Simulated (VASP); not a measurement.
## BN: relaxation of cell and atoms with PBE+D3(BJ)

Crystal: BN.

```
B N
1.0
     2.50646    0.00000    0.00000
    -1.25323    2.17066    0.00000
     0.00000    0.00000    6.56031
B N
2 2
Direct
  0.33333 0.66667 0.25000
  0.66667 0.33333 0.75000
  0.33333 0.66667 0.75000
  0.66667 0.33333 0.25000
```

```json
{
 "Program": "VASP 6.6.1",
 "Task": "relaxation of cell and atoms",
 "Functional": "PBE",
 "Dispersion": "D3(BJ)",
 "Potentials or basis": "VASP PAW PBE potentials, release 64 (B, N)",
 "Cutoff": "700 eV",
 "k mesh": "15 × 15 × 6",
 "Occupations": "gaussian, width 0.02 eV",
 "Spin": "no spin polarisation",
 "Further INCAR settings": "ALGO = Normal; EDIFF = 1e-07; IBRION = 2; EDIFFG = -0.002; NSW = 80; ISIF = 3"
}
```

The pressure after relaxing is 0.0 GPa, the band gap on the k mesh is 4.26 eV, indirect (least direct gap 4.63 eV) and the dispersion energy per atom is -0.143 eV.

Final structure:
```cif
data_structure
_symmetry_space_group_name_H-M 'P 1'
_symmetry_Int_Tables_number 1
_cell_length_a 2.5065
_cell_length_b 2.5065
_cell_length_c 6.5603
_cell_angle_alpha 90.000
_cell_angle_beta 90.000
_cell_angle_gamma 120.000
_cell_volume 35.69
loop_
_atom_site_label
_atom_site_type_symbol
_atom_site_fract_x
_atom_site_fract_y
_atom_site_fract_z
_atom_site_occupancy
B1 B 0.33333 0.66667 0.25000 1
B2 B 0.66667 0.33333 0.75000 1
N1 N 0.33333 0.66667 0.75000 1
N2 N 0.66667 0.33333 0.25000 1
```

Levels at points of the mesh, in eV from the valence-band top:
```csv
k point,band 6,band 7,band 8,band 9,band 10,band 11
"(0.00, 0.00, 0.00)",-1.37,-1.33,-1.33,5.30,10.41,11.49
"(0.00, 0.00, 0.50)",-1.35,-1.35,-1.35,7.73,7.73,11.55
```

It took 63 s on 1 thread of Intel(R) Xeon(R) Platinum 8488C (Sapphire Rapids), with other jobs on the host, peak memory 0.22 GiB.

Caveat: the relaxation stopped at its first step, so nothing moved; an odd mesh through Γ misses points on the zone boundary, where band edges often lie.
